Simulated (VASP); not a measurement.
Set up this calculation in VASP 6.6.1, as the native input.

- Task: relaxation of cell and atoms
- Functional: LDA
- Potentials or basis: VASP PAW LDA potentials, release 64 (Na_pv, La, Mn_pv, Mo_sv, O)
- Cutoff: 600 eV
- k mesh: 6 × 6 × 6
- Occupations: fermi-dirac, width 0.05 eV
- Spin: collinear spin, ferromagnetic start
- Starting moments: [0.0, 0.0, 4.0, 1.0, 0.0, 0.0, 0.0, 0.0, 0.0, 0.0] μB
- Further INCAR settings: ALGO = Normal; EDIFF = 1e-06; IBRION = 2; EDIFFG = -0.01; NSW = 40; ISIF = 3

The structure of NaLaMnMoO6 lies in POSCAR:

```
NaLaMnMoO6
1.0
    4.9777500000     -2.8814600000      0.0205500000
    4.9777500000      2.8814600000      0.0205500000
   -3.0608600000      0.0000000000      4.5978500000
Na La Mn Mo O
1 1 1 1 6
Direct
    0.9948200000      0.9948200000      0.4999400000
    0.7530700000      0.7530700000      0.7882500000
    0.2501600000      0.2501600000      0.1981100000
    0.4986700000      0.4986700000      0.9972200000
    0.3033800000      0.3033800000      0.6139600000
    0.3290200000      0.8285000000      0.8764900000
    0.1955800000      0.6363000000      0.1535400000
    0.6363000000      0.1955800000      0.1535400000
    0.8285000000      0.3290200000      0.8764900000
    0.7105000000      0.7105000000      0.3424600000
```

The cell was built by a generator and needn't be a form met in nature.

The input as run:

INCAR

```
SYSTEM = NaLaMnMoO6
  PREC = Accurate
  ENCUT = 600
  EDIFF = 1E-6
  ISMEAR = -1
  SIGMA = 0.05
  LREAL = .False.
  LASPH = .True.
  NELM = 120
  ALGO = Normal
  ISIF = 3
  LWAVE = .False.
  LCHARG = .False.
  ISPIN = 2
  MAGMOM = 0 0 4 1 0 0 0 0 0 0
  LORBIT = 11
  LMAXMIX = 6
  GGA = CA
  IBRION = 2
  NSW = 40
  EDIFFG = -0.01
  KPAR = 4
```

KPOINTS

```
regular mesh
0
Gamma
  6 6 6
  0 0 0
```

Potentials or basis: VASP PAW LDA potentials, release 64 (Na_pv, La, Mn_pv, Mo_sv, O).

Run with:

```console
$ cat potpaw_LDA.64/Na_pv/POTCAR potpaw_LDA.64/La/POTCAR potpaw_LDA.64/Mn_pv/POTCAR potpaw_LDA.64/Mo_sv/POTCAR potpaw_LDA.64/O/POTCAR > POTCAR
$ mpirun -np 4 vasp_std > vasp.out
```

It gave:

```json
{"Relaxed volume": "11.95 Å³/atom", "Relaxed cell": "a = 5.513 Å, b = 5.513 Å, c = 5.388 Å, α = 118.76°, β = 118.76°, γ = 61.77°", "Space group after relaxing (to 0.05 Å)": "Cm (No. 8)", "Energy gained by relaxing": "34.4 meV/atom", "Ionic steps": "36", "Pressure after relaxing": "0.0 GPa", "Largest force after relaxing": "0.010 eV/Å", "Band gap on the k mesh": "0.28 eV, indirect (least direct gap 0.47 eV)", "Net moment": "4.99 μB per cell", "Site moments": "Na +0.00; La +0.02; Mn +4.17; Mo +0.22; O +0.04, +0.03, +0.06 μB", "Valence electrons inside the program's atomic spheres": "Na 6.11; La 8.64; Mn 11.41; Mo 12.52; O 4.98, 5.02, 5.03"}
```

Caveat: spin-orbit coupling is left out, which moves the levels of the heavy elements; a cell with one magnetic atom can't hold antiferromagnetic order, which such compounds often take.

It took 110 min on 4 MPI ranks on Intel(R) Xeon(R) Platinum 8488C (Sapphire Rapids), with other jobs on the host, peak memory 0.99 GiB a rank.
